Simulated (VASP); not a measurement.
Calculation: PBE GGA, VASP's PBE PAW potentials (set 64) (plane waves; VASP 6.6.1).

A VASP calculation is set up with these files.

**POSCAR**
```
BP
1
    0.0000000000     2.2501834195     2.2501834195
    2.2501834195     0.0000000000     2.2501834195
    2.2501834195     2.2501834195     0.0000000000
B P
1 1
Direct
  0.0000000000   0.0000000000   0.0000000000
  0.2500000000   0.2500000000   0.2500000000
```

**INCAR**
```
SYSTEM=BP
PREC=Accurate; ENCUT=520; LREAL=.FALSE.
LASPH=.TRUE.
EDIFF=1E-7; NELM=100; ALGO=Normal
ISMEAR=0; SIGMA=0.05
GGA=PE
ISIF=2
LWAVE=.FALSE.; LCHARG=.FALSE.
```

**KPOINTS**
```
Automatic mesh
0
Gamma
10 10 10
0 0 0
```

POTCAR, in this order: B P (PBE.64 set). Program: vasp_std.

The resulting files:

OUTCAR:
```
 ion  position               nearest neighbor table
   1  0.000  0.000  0.000-   2 1.95   2 1.95   2 1.95   2 1.95
   2  0.250  0.250  0.250-   1 1.95   1 1.95   1 1.95   1 1.95
  LATTYP: Found a face centered cubic cell.
 ALAT       =     4.5003668390
 Subroutine PRICEL returns:
 Original cell was already a primitive cell.
 Subroutine GETGRP returns: Found 24 space group operations
The static configuration has the point symmetry T_d .
The dynamic configuration has the point symmetry T_d .
 Subroutine INISYM returns: Found 24 space group operations
 Subroutine IBZKPT returns following result:
 Found     47 irreducible k-points:

 Following reciprocal coordinates:
            Coordinates               Weight
  0.000000  0.000000  0.000000      1.000000
  0.100000  0.000000  0.000000      8.000000
  0.200000  0.000000  0.000000      8.000000
  0.300000  0.000000  0.000000      8.000000
  0.400000  0.000000  0.000000      8.000000
  0.500000  0.000000  0.000000      4.000000
  0.100000  0.100000  0.000000      6.000000
  0.200000  0.100000  0.000000     24.000000
  0.300000  0.100000  0.000000     24.000000
  0.400000  0.100000  0.000000     24.000000
  0.500000  0.100000  0.000000     24.000000
 -0.400000  0.100000  0.000000     24.000000
 -0.300000  0.100000  0.000000     24.000000
 -0.200000  0.100000  0.000000     24.000000
 -0.100000  0.100000  0.000000     12.000000
  0.200000  0.200000  0.000000      6.000000
  0.300000  0.200000  0.000000     24.000000
  0.400000  0.200000  0.000000     24.000000
  0.500000  0.200000  0.000000     24.000000
 -0.400000  0.200000  0.000000     24.000000
 -0.300000  0.200000  0.000000     24.000000
 -0.200000  0.200000  0.000000     12.000000
  0.300000  0.300000  0.000000      6.000000
  0.400000  0.300000  0.000000     24.000000
  0.500000  0.300000  0.000000     24.000000
 -0.400000  0.300000  0.000000     24.000000
 -0.300000  0.300000  0.000000     12.000000
  0.400000  0.400000  0.000000      6.000000
  0.500000  0.400000  0.000000     24.000000
 -0.400000  0.400000  0.000000     12.000000
  0.500000  0.500000  0.000000      3.000000
  0.300000  0.200000  0.100000     24.000000
  0.400000  0.200000  0.100000     48.000000
  0.500000  0.200000  0.100000     48.000000
 -0.400000  0.200000  0.100000     24.000000
  0.400000  0.300000  0.100000     24.000000
  0.500000  0.300000  0.100000     48.000000
 -0.400000  0.300000  0.100000     48.000000
 -0.300000  0.300000  0.100000     48.000000
 -0.200000  0.300000  0.100000     24.000000
   k-points           NKPTS =     47   k-points in BZ     NKDIM =     47   number of bands    NBANDS=      8
   number of dos      NEDOS =    301   number of ions     NIONS =      2
   total plane-waves  NPLWV =  13824
   dimension x,y,z NGX =    24 NGY =   24 NGZ =   24
   dimension x,y,z NGXF=    48 NGYF=   48 NGZF=   48
   ions per type =               1   1
   PREC   = accura    normal or accurate (medium, high low for compatibility)
   ISTART =      0    job   : 0-new  1-cont  2-samecut
   ICHARG =      2    charge: 1-file 2-atom 10-const
   ISPIN  =      1    spin polarized calculation?
   LNONCOLLINEAR =      F non collinear calculations
   LSORBIT =      F    spin-orbit coupling
   INIWAV =      1    electr: 0-lowe 1-rand  2-diag
   ENCUT  =  520.0 eV  38.22 Ry    6.18 a.u.   5.92  5.92  5.92*2*pi/ulx,y,z
   NELM   =    100;   NELMIN=  2; NELMDL= -5     # of ELM steps
   EDIFF  = 0.1E-06   stopping-criterion for ELM
   LREAL  =      F    real-space projection
   NLSPLINE    = F    spline interpolate recip. space projectors
   LMAXMIX     =    2 max onsite mixed and CHGCAR
...
```

### OSZICAR
```
       N       E                     dE             d eps       ncg     rms          rms(c)
DAV:   1     0.102109806721E+02    0.10211E+02   -0.42004E+03   752   0.907E+02
DAV:   2    -0.134107504174E+02   -0.23622E+02   -0.22996E+02  1200   0.111E+02
DAV:   3    -0.136807306684E+02   -0.26998E+00   -0.26998E+00   896   0.156E+01
DAV:   4    -0.136812861408E+02   -0.55547E-03   -0.55547E-03  1224   0.733E-01
DAV:   5    -0.136812864795E+02   -0.33873E-06   -0.33873E-06   888   0.131E-02    0.747E+00
DAV:   6    -0.130259697115E+02    0.65532E+00   -0.17252E+00   824   0.730E+00    0.407E+00
DAV:   7    -0.129272174085E+02    0.98752E-01   -0.28750E-01  1152   0.327E+00    0.133E+00
DAV:   8    -0.129188417177E+02    0.83757E-02   -0.29210E-02   816   0.119E+00    0.226E-01
DAV:   9    -0.129191454084E+02   -0.30369E-03   -0.48821E-04  1088   0.207E-01    0.131E-01
DAV:  10    -0.129193373431E+02   -0.19193E-03   -0.27935E-04   856   0.133E-01    0.263E-02
DAV:  11    -0.129193481490E+02   -0.10806E-04   -0.13447E-05  1080   0.321E-02    0.336E-02
DAV:  12    -0.129193488701E+02   -0.72117E-06   -0.31832E-06   824   0.117E-02    0.710E-03
DAV:  13    -0.129193488216E+02    0.48545E-07   -0.69199E-08   656   0.230E-03
   1 F= -.12919349E+02 E0= -.12919349E+02  d E =-.143268E-18
```

**OUTCAR**
```
------------------------ aborting loop because EDIFF is reached ----------------------------------------
  FORCE on cell =-STRESS in cart. coord.  units (eV):
  Direction    XX          YY          ZZ          XY          YZ          ZX
  --------------------------------------------------------------------------------------
  Total        0.7437148      0.7437148      0.7437148      0.0000000      0.0000000     -0.0000000
  in kB       52.2917612     52.2917612     52.2917612      0.0000000      0.0000000     -0.0000000
  external PRESSURE =      52.2917612 kB  Pullay stress =       0.0000000 kB
  volume of cell :       22.79
      direct lattice vectors                 reciprocal lattice vectors
     0.000000000  2.250183419  2.250183419    -0.222204108  0.222204108  0.222204108
     2.250183419  0.000000000  2.250183419     0.222204108 -0.222204108  0.222204108
     2.250183419  2.250183419  0.000000000     0.222204108  0.222204108 -0.222204108
  FREE ENERGIE OF THE ION-ELECTRON SYSTEM (eV)
  ---------------------------------------------------
  free  energy   TOTEN  =       -12.9193488216 eV

  energy  without entropy=      -12.9193488216  energy(sigma->0) =      -12.91934882
```
(Selected blocks of OUTCAR.)

The compound is BP in the zinc blende structure. This cell is one point of a volume scan, at 0.97 of the reference volume.
